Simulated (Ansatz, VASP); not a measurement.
**Cross-check of HfN between VASP and Ansatz**

Aim: how closely do two programs agree when they are given the same cell, functional and k mesh? The cell is taken from a series of runs on this material, whose earlier steps may have relaxed, scaled, displaced or heated it; both programs get it as it stands.

Method: plane waves, with VASP 6.6.1 beside it; single point at PBEsol, in Ansatz 0.2.0.

### Step 1. The starting structure

The structure is cubic, space group F-43m (No. 216). Conventional cell: a = 4.910 Å, b = 4.910 Å, c = 4.910 Å, α = 90.00°, β = 90.00°, γ = 90.00°. Hf has 4 N at 2.13 Å nearest. N has 4 Hf at 2.13 Å nearest. Farther neighbours and most contacts between anions are not listed.

### Step 2. VASP: single point, PBEsol

With cell and atoms fixed, the geometry can't cause a difference; cores, projectors, grids and the points listed under the comparison can.

Lines of VASP's logs that name or quote its potential files are left out, and so is its time.

INCAR reads:

```
SYSTEM = HfN
PREC = Accurate
ENCUT = 600
EDIFF = 1E-06
NELM = 120
ISMEAR = 0
SIGMA = 0.1
LREAL = .FALSE.
ALGO = Normal
GGA = PS
NBANDS = 13
LASPH = .TRUE.
LORBIT = 11
LWAVE = .FALSE.
LCHARG = .FALSE.
ISIF = 2
GGA_COMPAT = .FALSE.
```

POSCAR reads:

```
HfN
1.0
    0.0000000000      2.4548220000      2.4548220000
    2.4548220000      0.0000000000      2.4548220000
    2.4548220000      2.4548220000      0.0000000000
Hf N
1 1
Direct
    0.0000000000      0.0000000000      0.0000000000
    0.7500000000      0.7500000000      0.7500000000
```

KPOINTS reads:

```
Automatic mesh
0
Gamma
6 6 6
0 0 0
```

Potentials, in the order of the species: Hf_pv and N (PBE family, release 64).

Command:

```sh
$ mpirun -np 1 vasp_std
```

Numbers of over 12 decimals in the logs are rounded to 6 here.

The log of the run:

```text
[banner, memory and clock lines left out]
running    1 mpi-ranks, on    1 nodes
 distrk:  each k-point on    1 cores,    1 groups
 distr:  one band on    1 cores,    1 groups

 POSCAR found type information on POSCAR HfN
 POSCAR found :  2 types and       2 ions
|                                                                             |
|               ----> ADVICE to this user running VASP <----                  |
|                                                                             |
|     You enforced a specific xc type in the INCAR file but a different       |
|     [... a line on the potential file left out ...]
|     I HOPE YOU KNOW WHAT YOU ARE DOING!                                     |
|                                                                             |

 LDA part: xc-table for (Slater+PW92), standard interpolation
 POSCAR, INCAR and KPOINTS ok, starting setup
 FFT: planning ... GRIDC
 FFT: planning ... GRID_SOFT
 FFT: planning ... GRID
 WAVECAR not read
 entering main loop
       N       E                     dE             d eps       ncg     rms          rms(c)
DAV:   1     0.450960192365E+02    0.45096E+02   -0.83467E+03   424   0.117E+03
DAV:   2    -0.225458625951E+02   -0.67642E+02   -0.63032E+02   560   0.259E+02
DAV:   3    -0.255618537133E+02   -0.30160E+01   -0.29993E+01   514   0.465E+01
DAV:   4    -0.255808360347E+02   -0.18982E-01   -0.18977E-01   461   0.401E+00
DAV:   5    -0.255810291986E+02   -0.19316E-03   -0.19316E-03   509   0.376E-01    0.543E+01
DAV:   6    -0.224158686198E+02    0.31652E+01   -0.13476E+01   505   0.264E+01    0.398E+01
DAV:   7    -0.222884375403E+02    0.12743E+00   -0.78447E-01   446   0.787E+00    0.250E+01
DAV:   8    -0.222698077710E+02    0.18630E-01   -0.11184E-01   461   0.319E+00    0.660E+00
DAV:   9    -0.222609263372E+02    0.88814E-02   -0.29811E-02   456   0.131E+00    0.169E+00
DAV:  10    -0.222606973569E+02    0.22898E-03   -0.16930E-03   537   0.376E-01    0.221E-01
DAV:  11    -0.222606788226E+02    0.18534E-04   -0.91247E-05   461   0.961E-02    0.770E-02
DAV:  12    -0.222606761402E+02    0.26824E-05   -0.18123E-05   527   0.348E-02    0.184E-02
DAV:  13    -0.222606759701E+02    0.17010E-06   -0.84465E-07   233   0.966E-03
   1 F= -.22260676E+02 E0= -.22259470E+02  d E =-.241237E-02
```

Parts of OUTCAR (step 2):

```text
ion  position               nearest neighbor table
   1  0.000  0.000  0.000-   2 2.13   2 2.13   2 2.13   2 2.13
   2  0.750  0.750  0.750-   1 2.13   1 2.13   1 2.13   1 2.13

  LATTYP: Found a face centered cubic cell.
 ALAT       =     4.9096440000

 Subroutine GETGRP returns: Found 24 space group operations
 (whereof 24 operations were pure point group operations)

The static configuration has the point symmetry T_d .

 Found     16 irreducible k-points:

   k-points           NKPTS =     16   k-points in BZ     NKDIM =     16   number of bands    NBANDS=     13

   dimension x,y,z NGX =    28 NGY =   28 NGZ =   28
   dimension x,y,z NGXF=    56 NGYF=   56 NGZF=   56

   ENCUT  =  600.0 eV  44.10 Ry    6.64 a.u.   6.93  6.93  6.93*2*pi/ulx,y,z

   NELECT =      15.0000    total number of electrons

 k-points in reciprocal lattice and weights: Automatic mesh
   0.00000000  0.00000000  0.00000000       0.005
   0.16666667  0.00000000  0.00000000       0.037
   0.33333333  0.00000000  0.00000000       0.037
   0.50000000  0.00000000  0.00000000       0.019
   0.16666667  0.16666667  0.00000000       0.028
   0.33333333  0.16666667  0.00000000       0.111
   0.50000000  0.16666667  0.00000000       0.111
  -0.33333333  0.16666667  0.00000000       0.111
  -0.16666667  0.16666667  0.00000000       0.056
[...]
-0.33333333  0.33333333  0.16666667       0.111
  -0.33333333  0.50000000  0.16666667       0.056

 average (electrostatic) potential at core
       1 -36.9404       2 -63.8535

 E-fermi :   5.7901

 k-point     1 :       0.0000    0.0000    0.0000
  band No.  band energies     occupation
    ...
      4     -10.5037      2.00000
      5       0.1460      2.00000
      6       0.1460      2.00000
      7       0.1460      2.00000
      8       4.8708      2.00000
      9       7.8074      0.00000
     10       7.8074      0.00000
     11      12.1880      0.00000
     12      12.1880      0.00000
     13      12.1880      0.00000

 k-point     2 :       0.1667    0.0000    0.0000
  band No.  band energies     occupation
    ...
      3     -25.4646      2.00000
      4     -10.1978      2.00000
      5      -0.3069      2.00000
      6       0.3296      2.00000
      7       0.3296      2.00000
      8       6.1480      0.00000
      9       7.4772      0.00000
     10       7.4772      0.00000
     11      11.5756      0.00000
     12      12.6209      0.00000
    ...

 k-point     3 :       0.3333    0.0000    0.0000
  band No.  band energies     occupation
    ...
      3     -25.4961      2.00000
      4      -9.6431      2.00000
      5      -0.4250      2.00000
      6       0.6291      2.00000
      7       0.6291      2.00000
      8       7.4626      0.00000
      9       7.6102      0.00000
     10       7.6102      0.00000
     11      10.5969      0.00000
     12      12.0167      0.00000
    ...

  Total       -1.1354424     -1.1354424     -1.1354424      0.0000000     -0.0000000      0.0000000
  in kB      -61.4873381    -61.4873381    -61.4873381      0.0000000     -0.0000000      0.0000000
  external PRESSURE =     -61.4873381 kB  Pullay stress =       0.0000000 kB

  energy-cutoff  :      600.00
  volume of cell :       29.59
      direct lattice vectors                 reciprocal lattice vectors
     0.000000000  2.454822000  2.454822000    -0.203680756  0.203680756  0.203680756
     2.454822000  0.000000000  2.454822000     0.203680756 -0.203680756  0.203680756
     2.454822000  2.454822000  0.000000000     0.203680756  0.203680756 -0.203680756

 POSITION                                       TOTAL-FORCE (eV/Angst)
 -----------------------------------------------------------------------------------
      0.00000      0.00000      0.00000         0.000000      0.000000      0.000000
      3.68223      3.68223      3.68223        -0.000000     -0.000000     -0.000000
 -----------------------------------------------------------------------------------
    total drift:                                0.000000      0.000000      0.000000

  FREE ENERGIE OF THE ION-ELECTRON SYSTEM (eV)
  ---------------------------------------------------
  free  energy   TOTEN  =       -22.2606759701 eV

  energy  without entropy=      -22.2582635972  energy(sigma->0) =      -22.25946978

 total charge
# of ion       s       p       d       tot
------------------------------------------
    1        0.321   6.583   1.670   8.575
    2        1.243   2.482   0.000   3.725
--------------------------------------------------
tot          1.565   9.065   1.670  12.300

[... 3 further parts left out ...]
```

This run has no spin polarisation. Its electron count is odd, so without a moment it is a metal by construction.

### Step 3. Ansatz: single point, PBEsol

Ansatz runs on its default PAW (the set named soft_2) files.

The same cell, functional, mesh and smearing now go to Ansatz, which takes its cutoff from its data sets.

input.yaml reads:

```yaml
crystal:
  lattice:
    - [0.0, 2.454822, 2.454822]
    - [2.454822, 0.0, 2.454822]
    - [2.454822, 2.454822, 0.0]
  atoms:
    - { symbol: Hf, position: [0.0, 0.0, 0.0] }
    - { symbol: "N", position: [0.75, 0.75, 0.75] }
kpoints:
  mp_grid: { grid: [6, 6, 6] }
hamiltonian:
  xc: pbesol
scf:
  occupations: { method: gaussian, width: 0.1 }
output:
  forces: true
  stress: true
  eigenvalues: true
```

Command:

```sh
$ ansatz run input.yaml --threads 4 --pin off --max-ram 7168MiB --backend cpu --events-out ev --progress --plain --runs-dir out
```

The log of the run:

```text
Engine: ansatz 0.2.0, aarch64-unknown-linux-gnu
Pseudopotentials: kind: paw
Pseudopotential: Hf, paw, valence charge 26, recommended cutoff 420 eV (normal), Hf.paw.azcp
Pseudopotential: N, paw, valence charge 5, recommended cutoff 420 eV (normal), N.paw.azcp
Functional definition: PBEsol
  exchange = pbesol_x
  correlation = pbesol_c
Crystal: 2 atoms, lattice volume = 29.586 Å³
Basis set: ecut = 420 eV, 561 PW (Γ), exchange–correlation on 48×48×48 points (8 copies of the dense FFT grid, shifted against one another)
Bands: 20, of which v1, the nominal top of the filled ones, is band 16 counted from 1 (15 counted from 0)
Symmetry: 24 space group operations
Space group: F-43m (ITA 216), of the structure as read, at distance tolerance 3.1e-5 Å
k-points: 16 of 216 (time reversal used)
Non-local potential: Hf, projectors of the file, l = 0: 3, l = 1: 2, l = 2: 2, l = 3: 3
Non-local potential: N, projectors of the file, l = 0: 2, l = 1: 2, l = 2: 1
PAW form: soft (Blöchl's): semilocal exchange-correlation on the pseudo side does not see the compensation charge
PAW frozen core: Hf, regenerated for the run's functional, and the local potential with it (the file was generated under x = pbe(κ = 0.804, μ = 0.219515), c = pbe(β = 0.066725))
PAW frozen core: N, regenerated for the run's functional, and the local potential with it (the file was generated under x = pbe(κ = 0.804, μ = 0.219515), c = pbe(β = 0.066725))
PAW one-centre angular grid: Hf, 590 points (default); XC on 64 Gauss nodes
PAW one-centre angular grid: N, 110 points (default); XC on 64 Gauss nodes
Initial density: superposition of atomic densities (neutral atoms: chi_scale 0, normalization atom), corrected by the library's trained network
Initial wavefunctions: pseudopotential atomic-orbital guess
Functional: x = pbesol(κ = 0.804, μ = 0.123457), c = pbesol(β = 0.046)
SCF iter   1: F=—  HF=-15979.588866 eV  |F-HF|=—  |Δ(HF+E_count)|=         —  Δρ=1.76e-2  dr2=9.94e-2  ethr=1.77e-3  ⟨swp⟩=4.3  Hψ=1245  notcnv=0
preconditioner: auto → none  [insulator: Δε(μ)=0.389 eV  Ē_g=18.290 eV  σ=0.100 eV  W_gap=0.92  n_scr=14 (ndim 8)  ℏωp=36.8 eV  f_vac=0.006  D(μ)=0.48/eV (n_scr^D=0)  ε∞_Penn≈5.0]
SCF iter   2: F=—  HF=-15979.566882 eV  |F-HF|=—  |Δ(HF+E_count)|=   2.20e-2  Δρ=4.32e-3  dr2=6.25e-3  ethr=3.21e-4  ⟨swp⟩=2.0  Hψ=496  notcnv=0  defer=4
SCF iter   3: F=—  HF=-15979.565815 eV  |F-HF|=—  |Δ(HF+E_count)|=   1.07e-3  Δρ=9.68e-4  dr2=1.30e-4  ethr=2.02e-5  ⟨swp⟩=2.1  Hψ=444  notcnv=0  defer=4
SCF iter   4: F=—  HF=-15979.565827 eV  |F-HF|=—  |Δ(HF+E_count)|=   1.18e-5  Δρ=3.42e-4  dr2=2.50e-5  ethr=4.20e-7  ⟨swp⟩=2.5  Hψ=588  notcnv=0  defer=4
SCF iter   5: F=—  HF=-15979.565821 eV  |F-HF|=—  |Δ(HF+E_count)|=   5.46e-6  Δρ=8.98e-5  dr2=1.16e-6  ethr=8.07e-8  ⟨swp⟩=2.0  Hψ=565  notcnv=0  defer=4
SCF iter   6: F=—  HF=-15979.565822 eV  |F-HF|=—  |Δ(HF+E_count)|=   4.15e-7  Δρ=1.85e-5  dr2=6.83e-8  ethr=3.23e-10  ⟨swp⟩=6.9  Hψ=1627  notcnv=0
SCF iter   7: F=-15979.565821 eV  HF=-15979.565821 eV  |F-HF|=4.41e-9  |Δ(HF+E_count)|=   4.11e-8  Δρ=3.19e-6  dr2=1.86e-9  ethr=2.20e-10  ⟨swp⟩=4.2  Hψ=1063  notcnv=0
SCF 1 converged in 7 iterations: F = -15979.565821 eV  dr2 = 1.86e-9
  greatest PAW one-centre occupation: 0.998 electrons in one spin orbital (limit 2), on the Hf atom at site 0 (counted from 0), in its partial waves of l = 3
SCF converged after 7 iterations
Free energy (F): -15979.565821 eV
Harris-Foulkes:  -15979.565821 eV  (|F-HF|=4.41e-9)
Internal energy: -15979.563409 eV  (E = F + TS)
E sigma→0 (E₀):  -15979.564615 eV
Entropy (-TS):   -0.002412 eV (-1.206 meV/atom)
Fermi energy:    17.866042 eV
--- Per-component energies (eV) ---
  E_band       = 0.860196
  E_kinetic    = 552.776614
  E_local      = -5652.960345  (includes V_loc(G=0)·N_el)
  E_nonlocal   = -1192.284937
  E_hartree    = 2617.084340
  E_xc         = -356.833413
  E_vxc        = -341.516991  (∫ρ·V_xc dr)
  E_paw        = -6929.659558  (= ΣΔE_a)
  E_vpaw       = 1400.678431  (= ΣTr[D̂ρ^β])
  E_aug_tail   = 0.000091  (compensation charges beyond the density's cutoff)
  E_ewald      = -5018.965392
  E_core_change = 1.279190  (= ΣΔE_core)
  E_smearing   = -0.002412  (= −TS)
  E_closure    = -0.000000  (closes the sum)
  Σ components = -15979.565821   (vs F -15979.565821, Δ=0.00e0)
--- Forces (eV/Å), atoms counted from 1 ---
  atom   1  Hf    -0.00000000     0.00000000     0.00000000
  atom   2  N      0.00000000    -0.00000000     0.00000000
  max |Σ_I F_I| component: 1.11e-16 eV/Å
--- Stress (GPa, compression-positive) ---
       -5.136237      -0.000000      -0.000000
        0.000000      -5.136237       0.000000
       -0.000000       0.000000      -5.136237
  P = ⅓ Tr σ = -5.1362 GPa (-51.362 kbar)
--- Band table (eV; the first three rows and the last of 16) ---
  k-point 0: bands = [... 12 lower, 12.2206, 12.2206, 12.2206, 16.9973, 19.8691, 19.8691, 24.2598, 24.2598]
  k-point 1: bands = [... 12 lower, 11.7661, 12.4069, 12.4069, 18.2586, 19.5425, 19.5425, 23.6444, 24.6839]
  k-point 2: bands = [... 12 lower, 11.6405, 12.7049, 12.7049, 19.5543, 19.6773, 19.6773, 22.6613, 24.0765]
  k-point 15: bands = [... 12 lower, 11.4599, 13.1966, 14.1032, 16.4182, 19.1879, 21.2562, 22.6072, 23.8735]
```

Reading the cycles: dr2 is the Hartree energy of the density residual (eV), the measure of convergence; HF is the Harris–Foulkes estimate of the energy, which meets the free energy F at convergence.

The run ends at a pressure of -5.14 GPa.

### Step 4. Side by side

Known differences besides the potentials themselves: the data sets hold 31 valence electrons in Ansatz (on its default PAW (the set named soft_2) files) and 15 in VASP; the cutoff is 420 eV in Ansatz and 600 eV in VASP; Ansatz makes its cores anew for this functional, VASP keeps those of its PBE data sets. Total energies have different zeros and are not compared.

Compared:

```csv
quantity,Ansatz,VASP,difference
pressure (GPa),-5.14,-6.15,+1.01
```

### Step 5. What the set-up changes

Further runs change the set-up of one program: Ansatz's method, potentials or start, or VASP's data sets, cutoff or form of LDA. The table gives that difference for each run.

```csv
run,pressure (GPa)
as above,1.0
VASP with the data sets Hf_sv and N,0.42
```

### Step 6. Results

| Property | Result |
| --- | --- |
| difference in pressure (single point, PBEsol) | 1.0 GPa |

**Reading.** The difference in pressure is 1.0 GPa (single point, PBEsol), at about the 1 GPa picked in this series as the mark of a large difference. The data sets hold unlike numbers of valence electrons (31 in Ansatz and 15 in VASP), so part of the differences comes from the potentials. Single point, PBEsol, VASP with the data sets Hf_sv and N: the difference in pressure goes from 1.0 to 0.42 GPa. How closely two codes agree says nothing of how well the functional describes the real material.

[Lines on the potential files, build, host, timing and source positions are cut from VASP's logs without a mark.]

[Logs are printed without paths, hosts, clocks, repeated set-up lines and the standing remarks that a program may print on its own settings, such as how far it seeks lower states.]

[Hosts, paths, dates, database ids (printed as entryN), source tags and the programs' standing remarks are cut or masked in the printed files.]
